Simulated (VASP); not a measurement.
BaAlSn: single point with LDA

BaAlSn:

```xyz
3
Lattice="4.6965 0.0000 0.0000 -2.3483 4.0673 0.0000 0.0000 0.0000 5.1774" Properties=species:S:1:pos:R:3 pbc="T T T"
Ba    2.3483    1.3558    0.0000
Al    0.0000    0.0000    2.5887
Sn    0.0000    2.7115    2.5887
```

The cell comes from a database or a generator and needn't be the stable form of this composition.

| Property | Result |
| --- | --- |
| Program | VASP 6.6.1 |
| Task | single point |
| Functional | LDA |
| Potentials or basis | VASP PAW LDA potentials, release 64 (Ba_sv, Al, Sn_d) |
| Cutoff | 520 eV |
| k mesh | 6 × 6 × 5 |
| Occupations | fermi-dirac, width 0.15 eV |
| Spin | no spin polarisation |
| Dipole correction | no |
| Further INCAR settings | ALGO = Fast; EDIFF = 1e-06; NBANDS = 20 |

```json
{"Pressure": "-2.8 GPa", "Band gap on the k mesh": "none (metal or under the smearing width)"}
```

Stress tensor (GPa, compression positive):
```
-2.99  0.00  0.00
 0.00 -2.99  0.00
 0.00  0.00 -2.55
```

Levels at points of the mesh, in eV from the Fermi level:
```csv
k point,band 12,band 13,band 14,band 15,band 16,band 17
"(0.00, 0.00, 0.00)",-1.10,-1.09,-0.44,0.10,2.56,2.56
"(0.50, 0.00, 0.00)",-1.73,-1.27,-0.56,1.49,2.32,2.57
```

Wall time 31 s on 1 thread of Intel(R) Xeon(R) Platinum 8559C (Emerald Rapids), with other jobs on the host, peak memory 0.21 GiB.

Spin-orbit coupling is left out, which matters for the levels of Ba.
